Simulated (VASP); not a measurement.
# A VASP study of OsPd (r2SCAN): structure first, properties next, part 4 of 5

What structure does OsPd take at this level, and what are its properties? The cell is invented: it takes the structure of COD entry 4334349, Pt (space group 225 there), with all of its atoms replaced by other elements, volume scaled by an estimate. It may not be a known or stable phase. Left out of this account: 1 further run (relaxation: it shows nothing beyond the runs told).

VASP 6.6.1, plane waves and PAW; the level of theory is named at each step.

So far. Step 5 (Band structure (r2SCAN)): There is no gap at this level. Step 6 (Density of states (r2SCAN)): The finer mesh and the other smearing move the Fermi level by -0.05 eV from the 8×8×6 run, one measure of the sampling error in the zero of the bands above. Of the states within 0.3 eV of the Fermi level, the largest shares in the PAW spheres are Os d 59 % and Pd d 32 %. The rest lies in smaller channels or between the spheres.

## 7. Bands along the symmetry lines (r2SCAN + SOC)

This step: r2SCAN, spin-orbit coupling; plane waves and PAW (Os, Pd); invented cell (VASP 6.6.1).

The mesh alone shows little of the dispersion and can miss band extrema, so KPOINTS_OPT adds a path through the symmetry points after the self-consistent cycle. Spin-orbit coupling needs spinors and the noncollinear program, where each band holds one electron.

INCAR reads:

```
SYSTEM = OsPd
PREC = Accurate
ENCUT = 400
EDIFF = 1E-06
NELM = 100
ISMEAR = 1
SIGMA = 0.2
LREAL = .FALSE.
ALGO = Normal
METAGGA = R2SCAN
LASPH = .TRUE.
LNONCOLLINEAR = .TRUE.
MAGMOM = 0 0 0 0 0 0
NBANDS = 30
GGA_COMPAT = .FALSE.
LSORBIT = .TRUE.
LMAXMIX = 4
LORBIT = 11
LWAVE = .FALSE.
LCHARG = .FALSE.
```

POSCAR reads:

```
OsPd
1.0
    2.6771965553      0.0000000000      0.0000000000
    0.0000000000      2.6771965553      0.0000000000
    0.0000000000      0.0000000000      4.0082722566
Os Pd
1 1
Direct
    0.0000000000      0.0000000000      0.0000000000
    0.5000000000      0.5000000000      0.5000000000
```

KPOINTS reads:

```
Automatic mesh
0
Gamma
7 7 5
0 0 0
```

KPOINTS_OPT reads:

```
Line mode
16
Line-mode
Reciprocal
  0.00000000   0.00000000   0.00000000 GAMMA
  0.00000000   0.50000000   0.00000000 X

  0.00000000   0.50000000   0.00000000 X
  0.50000000   0.50000000   0.00000000 M

  0.50000000   0.50000000   0.00000000 M
  0.00000000   0.00000000   0.00000000 GAMMA

  0.00000000   0.00000000   0.00000000 GAMMA
  0.00000000   0.00000000   0.50000000 Z

  0.00000000   0.00000000   0.50000000 Z
  0.00000000   0.50000000   0.50000000 R

  0.00000000   0.50000000   0.50000000 R
  0.50000000   0.50000000   0.50000000 A

  0.50000000   0.50000000   0.50000000 A
  0.00000000   0.00000000   0.50000000 Z

  0.00000000   0.50000000   0.00000000 X
  0.00000000   0.50000000   0.50000000 R

  0.50000000   0.50000000   0.00000000 M
  0.50000000   0.50000000   0.50000000 A
```

The projector-augmented-wave data sets are Os and Pd (PBE family, release 64).

Started as:

```console
$ mpirun -np 1 vasp_ncl
```

Log:

```text
[... set-up lines as in an earlier step ...]
 entering main loop
       N       E                     dE             d eps       ncg     rms          rms(c)
DAV:   1     0.409813057572E+02    0.40981E+02   -0.77034E+03  1920   0.973E+02
DAV:   2    -0.760150151941E+02   -0.11700E+03   -0.10883E+03  1878   0.308E+02
DAV:   3    -0.800752876742E+02   -0.40603E+01   -0.39583E+01  2158   0.565E+01
DAV:   4    -0.801261459226E+02   -0.50858E-01   -0.50806E-01  2174   0.658E+00
DAV:   5    -0.801275403135E+02   -0.13944E-02   -0.13943E-02  2260   0.992E-01    0.188E+01
DAV:   6    -0.756346498857E+02    0.44929E+01   -0.29956E+00  2032   0.191E+01    0.868E+00
DAV:   7    -0.758480091427E+02   -0.21336E+00   -0.81325E-01  2364   0.159E+01    0.517E+00
DAV:   8    -0.755357656458E+02    0.31224E+00   -0.46465E-01  2054   0.128E+01    0.305E+00
DAV:   9    -0.755477971730E+02   -0.12032E-01   -0.27157E-02  2044   0.211E+00    0.109E+00
DAV:  10    -0.755477566688E+02    0.40504E-04   -0.37151E-03  2016   0.556E-01    0.173E-01
DAV:  11    -0.755476686596E+02    0.88009E-04   -0.86823E-04  2066   0.290E-01    0.570E-02
DAV:  12    -0.755476529114E+02    0.15748E-04   -0.35035E-05  2186   0.758E-02    0.313E-02
DAV:  13    -0.755476520936E+02    0.81778E-06   -0.74935E-06  2358   0.291E-02
   1 F= -.75547652E+02 E0= -.75544199E+02  d E =-.103606E-01  mag=    -0.0000     0.0000     0.0000
 Start KPOINTS_OPT (optional k-point list driver)
k-point batch [1-30\144]
       N       E                     dE             ncg
DAV:   1     0.705153484344E+04   -0.57549E+04     1832
DAV:   2     0.338632876916E+04   -0.36652E+04     1878
DAV:   3     0.325617655696E+04   -0.13015E+03     2136
DAV:   4     0.325446761353E+04   -0.17089E+01     2302
DAV:   5     0.325442310684E+04   -0.44507E-01     2230
DAV:   6     0.325442112302E+04   -0.19838E-02     2602
DAV:   7     0.325442109823E+04   -0.24792E-04     2028
DAV:   8     0.325442109778E+04   -0.45450E-06     1508
[...]
k-point batch [121-144\144]
       N       E                     dE             ncg
DAV:   1     0.921417395512E+04   -0.12567E+05     1544
DAV:   2     0.647691932670E+04   -0.27373E+04     1508
DAV:   3     0.636994085641E+04   -0.10698E+03     1732
DAV:   4     0.636848984690E+04   -0.14510E+01     1872
DAV:   5     0.636845445718E+04   -0.35390E-01     1818
DAV:   6     0.636845287509E+04   -0.15821E-02     2128
DAV:   7     0.636845284920E+04   -0.25888E-04     1680
DAV:   8     0.636845284898E+04   -0.22130E-06     1240
```

The job ended after 4.1 min (1 MPI rank of Intel Xeon 6975P-C (Granite Rapids), shared host; peak memory 0.22 GiB).

From OUTCAR (step 7):

```text
   k-points           NKPTS =     30   k-points in BZ     NKDIM =     30   number of bands    NBANDS=     30

   NELECT =      18.0000    total number of electrons

 E-fermi :   9.6710

 k-point     1 :       0.0000    0.0000    0.0000
  band No.  band energies     occupation
    ...
     12       6.4869      1.00000
     13       8.0424      1.00000
     14       8.0424      1.00000
     15       8.2000      1.00000
     16       8.2000      1.00000
     17      11.0375     -0.00000
     18      11.0375     -0.00000
     19      11.1960     -0.00000
     20      11.1960     -0.00000
     21      11.4205     -0.00000
    ...

  Total        0.1768983      0.1768983      0.0577944      0.0000000      0.0000000      0.0000000
  in kB        9.8654425      9.8654425      3.2231332      0.0000000      0.0000000      0.0000000
  external PRESSURE =       7.6513394 kB  Pullay stress =       0.0000000 kB

 POSITION                                       TOTAL-FORCE (eV/Angst)
 -----------------------------------------------------------------------------------
      0.00000      0.00000      0.00000         0.000000      0.000000      0.000000
      1.33860      1.33860      2.00414         0.000000      0.000000      0.000000
 -----------------------------------------------------------------------------------
    total drift:                                0.000000      0.000000      0.000000

  FREE ENERGIE OF THE ION-ELECTRON SYSTEM (eV)
  ---------------------------------------------------
  free  energy   TOTEN  =       -75.5476520936 eV

  energy  without entropy=      -75.5372915280  energy(sigma->0) =      -75.54419857

 Spin-Orbit-Coupling matrix elements
 Ion:    1  E_soc:     -0.7184074
 Ion:    2  E_soc:     -0.0605703

 magnetization (x)
# of ion       s       p       d       tot
------------------------------------------
    1        0.000  -0.000   0.000  -0.000
    2        0.000   0.000  -0.000   0.000
--------------------------------------------------
tot          0.000  -0.000  -0.000   0.000

 magnetization (y)
# of ion       s       p       d       tot
------------------------------------------
    1        0.000   0.000   0.000   0.000
    2       -0.000  -0.000   0.000  -0.000
--------------------------------------------------
tot         -0.000  -0.000   0.000  -0.000

 magnetization (z)
# of ion       s       p       d       tot
------------------------------------------
    1        0.000   0.000   0.000   0.000
    2       -0.000  -0.000  -0.000  -0.000
--------------------------------------------------
tot         -0.000  -0.000  -0.000  -0.000

[... 6 parts as in an earlier step ...]

[... 10 further parts left out ...]
```

This step gave:

```
SCF cycles              : 13
bands                   : 30
irreducible k-points    : 30
free energy (TOTEN)     : -75.5477 eV
energy at zero smearing : -75.5442 eV
Fermi energy            : 9.671 eV
pressure                : 0.7651 GPa
```

On-site spin-orbit energy by atom:

```csv
atom,on-site spin-orbit energy (eV)
Os1,-0.718
Pd2,-0.061
```

Electronic bands along the path, in eV, zero at the Fermi level; # counts the bands kept:

```csv
point,#13,#14,#15,#16,#17,#18,#19,#20
Γ,-1.63,-1.63,-1.47,-1.47,1.37,1.37,1.52,1.52
0.47 of the way,-2.37,-2.37,-2.10,-2.10,-1.02,-1.02,0.36,0.36
X,-2.82,-2.82,-2.15,-2.15,-1.05,-1.05,0.53,0.53
0.47 of the way,-0.69,-0.69,-0.66,-0.66,-0.42,-0.42,0.68,0.68
M,0.65,0.65,0.95,0.95,1.59,1.59,2.62,2.62
0.53 of the way,-2.02,-2.02,-1.64,-1.64,-0.80,-0.80,-0.49,-0.49
Γ,-1.63,-1.63,-1.47,-1.47,1.37,1.37,1.52,1.52
0.47 of the way,-2.17,-2.17,-1.42,-1.42,-0.40,-0.40,0.75,0.75
Z,-2.41,-2.41,-2.36,-2.36,-1.35,-1.35,-0.27,-0.27
0.47 of the way,-2.73,-2.73,-2.48,-2.48,-0.14,-0.14,0.64,0.64
R,-0.22,-0.22,-0.17,-0.17,0.44,0.44,0.45,0.45
0.53 of the way,-2.70,-2.70,-1.27,-1.27,-0.42,-0.42,1.36,1.36
A,-2.49,-2.49,-0.45,-0.45,-0.21,-0.21,3.71,3.71
0.47 of the way,-2.87,-2.87,-1.33,-1.33,-1.09,-1.09,-0.70,-0.70
Z,-2.41,-2.41,-2.36,-2.36,-1.35,-1.35,-0.27,-0.27
jump to X,-2.82,-2.82,-2.15,-2.15,-1.05,-1.05,0.53,0.53
0.53 of the way,-2.30,-2.30,-1.96,-1.96,-0.10,-0.10,1.07,1.07
R,-0.22,-0.22,-0.17,-0.17,0.44,0.44,0.45,0.45
jump to M,0.65,0.65,0.95,0.95,1.59,1.59,2.62,2.62
0.47 of the way,-1.20,-1.20,-0.23,-0.23,0.70,0.70,3.72,3.72
A,-2.49,-2.49,-0.45,-0.45,-0.21,-0.21,3.71,3.71
```

Of the projections kept (Os, Pd), the largest for each band there; the rest of the weight can lie on other orbitals:

```csv
point,#13,#14,#15,#16,#17,#18,#19,#20
Γ,Pd 0.53,Pd 0.53,Pd 0.96,Pd 0.96,Os 0.73,Os 0.73,Os 0.83,Os 0.83
X,Pd 0.99,Pd 0.99,Pd 1.00,Pd 1.00,Os 0.99,Os 0.99,Os 1.00,Os 1.00
M,Os 0.54,Os 0.54,Os 0.56,Os 0.56,Os 0.71,Os 0.71,Os 0.55,Os 0.55
Γ,Pd 0.53,Pd 0.53,Pd 0.96,Pd 0.96,Os 0.73,Os 0.73,Os 0.83,Os 0.83
Z,Os 0.91,Os 0.91,Pd 0.98,Pd 0.98,Pd 1.00,Pd 1.00,Os 0.96,Os 0.96
R,Os 0.58,Os 0.58,Pd 0.77,Pd 0.77,Pd 0.61,Pd 0.61,Os 0.62,Os 0.62
```

At these settings, which differ from those of the relaxation, the cell is under a pressure of 0.8 GPa.

## 8. Volume scan with r2SCAN

This step: r2SCAN; plane waves and PAW (Os, Pd); invented cell (VASP 6.6.1).

An equation of state needs energies on both sides of the minimum, all on one mesh and cutoff.

INCAR reads:

```
SYSTEM = OsPd
PREC = Accurate
ENCUT = 400
EDIFF = 1E-06
NELM = 100
ISMEAR = 1
SIGMA = 0.2
LREAL = .FALSE.
ALGO = Normal
METAGGA = R2SCAN
LASPH = .TRUE.
NBANDS = 15
LORBIT = 11
LWAVE = .FALSE.
LCHARG = .FALSE.
ISIF = 2
```

POSCAR reads:

```
OsPd
1.0
    2.6225445559      0.0000000000      0.0000000000
    0.0000000000      2.6225445559      0.0000000000
    0.0000000000      0.0000000000      3.9264478225
Os Pd
1 1
Direct
    0.0000000000      0.0000000000      0.0000000000
    0.5000000000      0.5000000000      0.5000000000
```

KPOINTS reads:

```
Automatic mesh
0
Gamma
8 8 6
0 0 0
```

Started as:

```console
$ mpirun -np 1 vasp_std
```

Log:

```text
[... set-up lines as in an earlier step ...]
 entering main loop
       N       E                     dE             d eps       ncg     rms          rms(c)
DAV:   1     0.203772821669E+02    0.20377E+02   -0.82463E+03  2040   0.975E+02
DAV:   2    -0.771802631220E+02   -0.97558E+02   -0.90004E+02  1884   0.281E+02
DAV:   3    -0.793559104467E+02   -0.21756E+01   -0.21455E+01  2353   0.396E+01
DAV:   4    -0.793726606783E+02   -0.16750E-01   -0.16748E-01  2258   0.362E+00
DAV:   5    -0.793729995315E+02   -0.33885E-03   -0.33885E-03  2445   0.478E-01    0.206E+01
DAV:   6    -0.751419888536E+02    0.42310E+01   -0.27351E+00  2150   0.185E+01    0.951E+00
DAV:   7    -0.753405434095E+02   -0.19855E+00   -0.91986E-01  2292   0.158E+01    0.509E+00
DAV:   8    -0.750122666682E+02    0.32828E+00   -0.54803E-01  2098   0.124E+01    0.263E+00
DAV:   9    -0.750207534896E+02   -0.84868E-02   -0.24909E-02  2311   0.207E+00    0.250E-01
DAV:  10    -0.750205180397E+02    0.23545E-03   -0.29201E-03  2267   0.752E-01    0.122E-01
DAV:  11    -0.750205294886E+02   -0.11449E-04   -0.42271E-04  2248   0.224E-01    0.522E-02
DAV:  12    -0.750205119244E+02    0.17564E-04   -0.42664E-05  2568   0.948E-02    0.409E-02
DAV:  13    -0.750205147432E+02   -0.28188E-05   -0.14384E-05  2129   0.456E-02    0.655E-03
DAV:  14    -0.750205159840E+02   -0.12408E-05   -0.81601E-07  1607   0.132E-02    0.268E-03
DAV:  15    -0.750205160235E+02   -0.39544E-07   -0.22924E-07  1243   0.625E-03
   1 F= -.75020516E+02 E0= -.75018622E+02  d E =-.568350E-02
```

The job ended after 31 s (1 MPI rank; peak memory 0.14 GiB).

OUTCAR, selected parts (step 8):

```text
   ENCUT  =  400.0 eV  29.40 Ry    5.42 a.u.   4.28  4.28  6.40*2*pi/ulx,y,z

   NELECT =      18.0000    total number of electrons

 E-fermi :  10.8519

 k-point     1 :       0.0000    0.0000    0.0000
  band No.  band energies     occupation
    ...
      4       6.5371      2.00000
      5       7.0707      2.00000
      6       7.0707      2.00000
      7       8.9243      2.00000
      8       9.1394      2.00000
      9      12.4720     -0.00000
     10      12.4720     -0.00000
     11      12.5715     -0.00000
     12      12.7382     -0.00000
     13      22.5174      0.00000
    ...

  Total        3.8197476      3.8197476      3.5327227      0.0000000      0.0000000     -0.0000000
  in kB      226.6207471    226.6207471    209.5919280      0.0000000      0.0000000     -0.0000000
  external PRESSURE =     220.9444740 kB  Pullay stress =       0.0000000 kB

 POSITION                                       TOTAL-FORCE (eV/Angst)
 -----------------------------------------------------------------------------------
      0.00000      0.00000      0.00000         0.000000      0.000000      0.000000
      1.31127      1.31127      1.96322         0.000000      0.000000      0.000000
 -----------------------------------------------------------------------------------
    total drift:                                0.000000     -0.000000     -0.000000

  FREE ENERGIE OF THE ION-ELECTRON SYSTEM (eV)
  ---------------------------------------------------
  free  energy   TOTEN  =       -75.0205160235 eV

  energy  without entropy=      -75.0148325197  energy(sigma->0) =      -75.01862152

[... 4 parts as in an earlier step ...]

[... 12 further parts left out ...]
```

The scan keeps the cell's shape and the fractional positions fixed.

This step gave:

| Item | Value |
| --- | --- |
| SCF cycles | 15 |
| bands | 15 |
| irreducible k-points | 60 |
| free energy (TOTEN) | -75.0205 eV |
| energy at zero smearing | -75.0186 eV |
| Fermi energy | 10.85 eV |
| pressure | 22.09 GPa |

The pressure here is 22.09 GPa.

## 9. Volume scan with r2SCAN (run 2)

INCAR is that of step 8.

POSCAR reads:

```
OsPd
1.0
    2.6410137880      0.0000000000      0.0000000000
    0.0000000000      2.6410137880      0.0000000000
    0.0000000000      0.0000000000      3.9540997746
Os Pd
1 1
Direct
    0.0000000000      0.0000000000      0.0000000000
    0.5000000000      0.5000000000      0.5000000000
```

KPOINTS is that of step 8.

Started as:

```console
$ mpirun -np 1 vasp_std
```

Log:

```text
[... set-up lines as in an earlier step ...]
 entering main loop
       N       E                     dE             d eps       ncg     rms          rms(c)
DAV:   1     0.214434424424E+02    0.21443E+02   -0.82874E+03  2000   0.975E+02
DAV:   2    -0.771590384328E+02   -0.98602E+02   -0.91322E+02  1849   0.282E+02
DAV:   3    -0.795042011596E+02   -0.23452E+01   -0.22976E+01  2437   0.408E+01
DAV:   4    -0.795222093935E+02   -0.18008E-01   -0.18006E-01  2201   0.377E+00
DAV:   5    -0.795225492788E+02   -0.33989E-03   -0.33988E-03  2451   0.460E-01    0.195E+01
DAV:   6    -0.751795897456E+02    0.43430E+01   -0.28062E+00  2143   0.183E+01    0.872E+00
DAV:   7    -0.753594618832E+02   -0.17987E+00   -0.75468E-01  2323   0.142E+01    0.472E+00
DAV:   8    -0.750784749866E+02    0.28099E+00   -0.47474E-01  2091   0.115E+01    0.264E+00
DAV:   9    -0.750857715636E+02   -0.72966E-02   -0.23904E-02  2304   0.201E+00    0.253E-01
DAV:  10    -0.750854843338E+02    0.28723E-03   -0.27033E-03  2281   0.712E-01    0.116E-01
DAV:  11    -0.750855026558E+02   -0.18322E-04   -0.43516E-04  2241   0.222E-01    0.463E-02
DAV:  12    -0.750854912501E+02    0.11406E-04   -0.39782E-05  2534   0.902E-02    0.363E-02
DAV:  13    -0.750854938257E+02   -0.25756E-05   -0.14991E-05  2143   0.477E-02    0.580E-03
DAV:  14    -0.750854948181E+02   -0.99244E-06   -0.66549E-07  1523   0.104E-02
   1 F= -.75085495E+02 E0= -.75083628E+02  d E =-.560134E-02
```

The job ended after 29 s (1 MPI rank; peak memory 0.14 GiB).

OUTCAR, selected parts (step 9):

```text
   ENCUT  =  400.0 eV  29.40 Ry    5.42 a.u.   4.31  4.31  6.45*2*pi/ulx,y,z

   NELECT =      18.0000    total number of electrons

 E-fermi :  10.4831

 k-point     1 :       0.0000    0.0000    0.0000
  band No.  band energies     occupation
    ...
      4       6.2992      2.00000
      5       6.8200      2.00000
      6       6.8200      2.00000
      7       8.6087      2.00000
      8       8.8163      2.00000
      9      12.0447     -0.00000
     10      12.0447     -0.00000
     11      12.1969     -0.00000
     12      12.3026     -0.00000
     13      21.8604      0.00000
    ...

  Total        2.4525106      2.4525106      2.2652966      0.0000000      0.0000000      0.0000000
  in kB      142.4729795    142.4729795    131.5972126      0.0000000      0.0000000      0.0000000
  external PRESSURE =     138.8477239 kB  Pullay stress =       0.0000000 kB

 POSITION                                       TOTAL-FORCE (eV/Angst)
 -----------------------------------------------------------------------------------
      0.00000      0.00000      0.00000         0.000000      0.000000      0.000000
      1.32051      1.32051      1.97705         0.000000      0.000000      0.000000
 -----------------------------------------------------------------------------------
    total drift:                                0.000000     -0.000000     -0.000000

  FREE ENERGIE OF THE ION-ELECTRON SYSTEM (eV)
  ---------------------------------------------------
  free  energy   TOTEN  =       -75.0854948181 eV

  energy  without entropy=      -75.0798934794  energy(sigma->0) =      -75.08362771

[... 4 parts as in an earlier step ...]

[... 12 further parts left out ...]
```

This step gave:

- SCF cycles: 14
- free energy (TOTEN): -75.0855 eV
- energy at zero smearing: -75.0836 eV
- Fermi energy: 10.48 eV
- pressure: 13.88 GPa

The pressure falls from 22.09 to 13.88 GPa.

The run ends at a pressure of 13.88 GPa.

## 10. Volume scan with r2SCAN (run 3)

INCAR is that of step 9.

POSCAR reads:

```
OsPd
1.0
    2.6592282518      0.0000000000      0.0000000000
    0.0000000000      2.6592282518      0.0000000000
    0.0000000000      0.0000000000      3.9813702899
Os Pd
1 1
Direct
    0.0000000000      0.0000000000      0.0000000000
    0.5000000000      0.5000000000      0.5000000000
```

KPOINTS is that of step 9.

Started as:

```console
$ mpirun -np 1 vasp_std
```

Log:

```text
[... set-up lines as in an earlier step ...]
 entering main loop
       N       E                     dE             d eps       ncg     rms          rms(c)
DAV:   1     0.212582442113E+02    0.21258E+02   -0.82291E+03  2016   0.972E+02
DAV:   2    -0.774243253666E+02   -0.98683E+02   -0.91318E+02  1877   0.279E+02
DAV:   3    -0.796265624253E+02   -0.22022E+01   -0.21756E+01  2360   0.402E+01
DAV:   4    -0.796441416244E+02   -0.17579E-01   -0.17575E-01  2247   0.368E+00
[...]
DAV:  12    -0.751226647271E+02    0.39977E-05   -0.36268E-05  2549   0.821E-02    0.308E-02
DAV:  13    -0.751226665778E+02   -0.18507E-05   -0.14450E-05  2115   0.484E-02    0.467E-03
DAV:  14    -0.751226673759E+02   -0.79809E-06   -0.57957E-07  1453   0.829E-03
   1 F= -.75122667E+02 E0= -.75120862E+02  d E =-.541483E-02
```

It took 29 s on 1 MPI rank; peak memory 0.14 GiB.

OUTCAR, selected parts (step 10):

```text
  Total        1.1872749      1.1872749      1.0939201      0.0000000      0.0000000     -0.0000000
  in kB       67.5644197     67.5644197     62.2518684      0.0000000      0.0000000     -0.0000000
  external PRESSURE =      65.7935693 kB  Pullay stress =       0.0000000 kB

 POSITION                                       TOTAL-FORCE (eV/Angst)
 -----------------------------------------------------------------------------------
      0.00000      0.00000      0.00000         0.000000      0.000000      0.000000
      1.32961      1.32961      1.99069         0.000000      0.000000      0.000000
 -----------------------------------------------------------------------------------
    total drift:                                0.000000     -0.000000     -0.000000

  FREE ENERGIE OF THE ION-ELECTRON SYSTEM (eV)
  ---------------------------------------------------
  free  energy   TOTEN  =       -75.1226673759 eV

  energy  without entropy=      -75.1172525489  energy(sigma->0) =      -75.12086243

[... 1 part as in an earlier step ...]

[... 2 further parts left out ...]
[key lines of the parts left out:]
E-fermi :  10.1296
```

The pressure falls from 13.88 to 6.58 GPa.

The run ends at a pressure of 6.58 GPa.

## 11. Volume scan with r2SCAN (run 4)

INCAR is that of step 10.

POSCAR reads:

```
OsPd
1.0
    2.6771965553      0.0000000000      0.0000000000
    0.0000000000      2.6771965553      0.0000000000
    0.0000000000      0.0000000000      4.0082722566
Os Pd
1 1
Direct
    0.0000000000      0.0000000000      0.0000000000
    0.5000000000      0.5000000000      0.5000000000
```

KPOINTS is that of step 10.

Started as:

```console
$ mpirun -np 1 vasp_std
```

Log:

```text
[... set-up lines as in an earlier step ...]
 entering main loop
       N       E                     dE             d eps       ncg     rms          rms(c)
[... 14 cycles as in an earlier step ...]
   1 F= -.75135128E+02 E0= -.75133395E+02  d E =-.519764E-02
```

It took 30 s on 1 MPI rank; peak memory 0.14 GiB.

From OUTCAR (step 11):

```text
[... 6 parts as in an earlier step ...]

[... 1 further part left out ...]
[key lines of the parts left out:]
E-fermi :   9.7903
```

The pressure falls from 6.58 to 0.10 GPa.

The run ends at a pressure of 0.10 GPa.

(Part 4 of 5 ends here.)

[Lines on the potential files, build, host, timing and source positions are cut from VASP's logs without a mark.]

[Logs are printed without paths, hosts, clocks, repeated set-up lines and the standing remarks that a program may print on its own settings, such as how far it seeks lower states.]

[Hosts, paths, dates, database ids (printed as entryN), source tags and the programs' standing remarks are cut or masked in the printed files.]

[A measured line is paired with the nearest computed mode of its activity, which favours agreement.]
